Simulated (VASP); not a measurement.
Data:

```yaml
crystal:
  lattice:
    - [0.00000, 1.94258, 1.94258]
    - [1.94258, 0.00000, 1.94258]
    - [1.94258, 1.94258, 0.00000]
  atoms:
    - { symbol: Ir, position: [0.00000, 0.00000, 0.00000] }
```

Level of theory: optB88-vdW, VASP's PBE PAW potentials (set 64) (plane waves; VASP). Settings: 520 eV cut-off, 15×15×15 Γ-centred mesh, first-order Methfessel-Paxton smearing of 0.10 eV, potentials Ir.

Unless said otherwise, spin-orbit coupling is left out, though it shifts the bands of the heavy elements here.

**Question.** What does the run give for the energy per atom (σ→0), band gap (on the k-mesh) with the smallest direct gap where there is one?

**Answer.** 
```
Quantity                                                     Value
------------------------  ----------------------------------------
band gap (on the k-mesh)  none (metal, semimetal or under 0.01 eV)
energy per atom (σ→0)                               -6.181 eV/atom
```

Total energies compare only between runs with the same potentials, cut-off and functional.

The compound is Ir in the fcc structure. It was relaxed first. The start is the result of an earlier pass.
